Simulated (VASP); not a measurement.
OSZICAR of a VASP run on Re (hcp):

**OSZICAR**
```
       N       E                     dE             d eps       ncg     rms          rms(c)
DAV:   1     0.989862231141E+02    0.98986E+02   -0.61206E+03  4104   0.131E+03
DAV:   2    -0.202953846234E+02   -0.11928E+03   -0.10933E+03  5779   0.488E+02
DAV:   3    -0.285962233577E+02   -0.83008E+01   -0.72239E+01  5947   0.155E+02
DAV:   4    -0.289675405752E+02   -0.37132E+00   -0.33248E+00  6286   0.249E+01
DAV:   5    -0.289772594051E+02   -0.97188E-02   -0.91124E-02  6141   0.286E+00    0.445E+01
DAV:   6    -0.278895093552E+02    0.10878E+01   -0.11037E+00  6306   0.187E+01    0.191E+01
DAV:   7    -0.275408057406E+02    0.34870E+00   -0.75533E-01  6468   0.149E+01    0.398E-01
DAV:   8    -0.275313824161E+02    0.94233E-02   -0.79690E-03  6162   0.104E+00    0.147E-01
DAV:   9    -0.275303581904E+02    0.10242E-02   -0.68031E-04  5468   0.263E-01    0.383E-02
DAV:  10    -0.275303695021E+02   -0.11312E-04   -0.56438E-05  5936   0.899E-02    0.274E-02
DAV:  11    -0.275303687112E+02    0.79091E-06   -0.15376E-06  6090   0.167E-02    0.229E-03
DAV:  12    -0.275303688034E+02   -0.92275E-07   -0.71111E-08  3259   0.317E-03
   1 F= -.27530369E+02 E0= -.27530369E+02  d E =0.000000E+00
```

**Question.** Which electronic solver shows in the log?

**Answer.** It is blocked Davidson (ALGO = Normal, or the opening steps of other solvers). The INCAR had ALGO = Normal.

**Question.** Can the final energy be trusted as converged?

**Answer.** Self-consistency was reached. It stopped with EDIFF = 1E-7, NELM = 100 (LDA (Ceperley-Alder, Perdew-Zunger), plane waves, VASP's LDA PAW potentials (set 64)).

The compound is Re in the hcp structure. It was relaxed first.
